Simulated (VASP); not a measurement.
```
BaHfO3
1.0
    4.17900     0.00000     0.00000
    0.00000     4.17900     0.00000
    0.00000     0.00000     4.17900
Ba Hf O
1 1 3
Direct
  0.00000   0.00000   0.00000
  0.50000   0.50000   0.50000
  0.50000   0.00000   0.50000
  0.00000   0.50000   0.50000
  0.50000   0.50000   0.00000
```

Level of theory: revTPSS meta-GGA, VASP's PBE PAW potentials (set 64) (plane waves; VASP). Settings: 520 eV cut-off, 6×6×6 Γ-centred mesh, tetrahedra with Blöchl corrections, potentials Ba_sv Hf_pv O.

The cores are frozen, which limits the accuracy of field gradients.

Give the principal components of the electric field gradient (V/Å²) and the asymmetry η at each nucleus.

```
atom  Vxx  Vyy    Vzz     η
----  ---  ---  -----  ----
Ba1   0.0  0.0    0.0     -
Hf2   0.0  0.0    0.0     -
O3    5.3  5.3  -10.6  0.00
O4    5.3  5.3  -10.6  0.00
O5    5.3  5.3  -10.6  0.00
```

The compound is BaHfO3 in the cubic perovskite structure. It was relaxed first.
